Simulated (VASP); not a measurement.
Consider the following.

```xyz
8
Lattice="4.8599 0.0000 0.0000 0.0000 4.8599 0.0000 0.0000 0.0000 4.8599" Properties=species:S:1:pos:R:3 pbc="T T T"
Si     2.4300     2.4300     2.4300
Si     0.0000     0.0000     0.0000
Mo     1.2150     0.0000     2.4300
Mo     2.4300     1.2150     0.0000
Mo     2.4300     3.6449     0.0000
Mo     3.6449     0.0000     2.4300
Mo     0.0000     2.4300     3.6449
Mo     0.0000     2.4300     1.2150
```

Method: PBEsol GGA, VASP's PBE PAW potentials (set 64) (plane waves; VASP). Settings: 400 eV cut-off, Gaussian smearing of 0.050 eV, potentials Si Mo_sv.

Question: What does the run give for the band gap (along the path) with the smallest direct gap where there is one?

Answer: 
```json
{
  "band gap (along the path)": "none (metal, semimetal or under 0.01 eV)"
}
```

The absolute energy has meaning only against runs of the same code, potentials and settings.

The compound is Mo3Si in the A15 structure. It was relaxed first.
